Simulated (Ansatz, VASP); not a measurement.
# One calculation of SrAlO, two programs

```
Sr Al O
1.0
     3.73890    0.00000    0.00000
     0.00000    3.73890    0.00000
     0.00000    0.00000    4.00546
Sr Al O
1 1 1
Direct
  0.00000 0.00000 0.00000
  0.50000 0.50000 0.50000
  0.50000 0.50000 0.00000
```

Alike in both runs: functional PBE; k mesh 12 × 12 × 12; occupations gaussian, width 0.1 eV; no spin polarisation.

Ansatz relaxed the structure, and its values are those at the end. VASP's run is a single point on that final structure, the one shown.

|  | VASP | Ansatz |
| --- | --- | --- |
| version | VASP 6.6.1 | Ansatz 0.2.0 |
| potentials or method | VASP PAW PBE potentials, release 64 (Sr_sv, Al, O) | scalar-relativistic, plane waves, PAW |
| plane-wave cutoff (eV) | 520 | 420 |
| valence electrons in the cell | 19 | 19 |

|  | VASP | Ansatz | Ansatz less VASP |
| --- | --- | --- | --- |
| gap on the k mesh at the Fermi level (eV) | none | none | - |
| pressure (GPa) | 0.2 | 0.0 | -0.21 |

A gap of «none» marks a metal or a gap that the smearing closes. The functional is the same, so the differences come from potentials, cutoffs and numerics.

Caveats: an odd number of electrons without spin polarisation forces a metal; a magnetic or distorted state may lie lower.
